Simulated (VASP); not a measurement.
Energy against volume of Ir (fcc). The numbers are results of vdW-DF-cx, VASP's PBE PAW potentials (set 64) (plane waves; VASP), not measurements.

| V (Å³/atom) | E (eV/atom) |
|---|---|
| 13.358 | -6.77742 |
| 13.785 | -6.83153 |
| 14.211 | -6.84897 |
| 14.637 | -6.83585 |
| 15.064 | -6.79726 |

### Question
Fit a third-order Birch-Murnaghan equation of state.

### Answer

The volume per atom is 14.23 Å^3/atom and the bulk modulus is 379 GPa. The pressure derivative of the bulk modulus is 5.07 and the lattice constant a comes out as 3.846 Å.

Measured: bulk modulus 365 GPa at 0 K (computed value off by +4.0 %), as given by H. Levämäki et al., Physical Review B (2014), arXiv:1402.3671 [corrected for temperature and zero-point phonon effects]; a 3.831 Å at 0 K (computed value off by +0.4 %), as given by Daniel Mejia-Rodriguez et al., Physical Review B (2018), arXiv:1807.09216 [static lattice: zero-point anharmonic expansion removed].

The compound is Ir in the fcc structure. It was relaxed first.
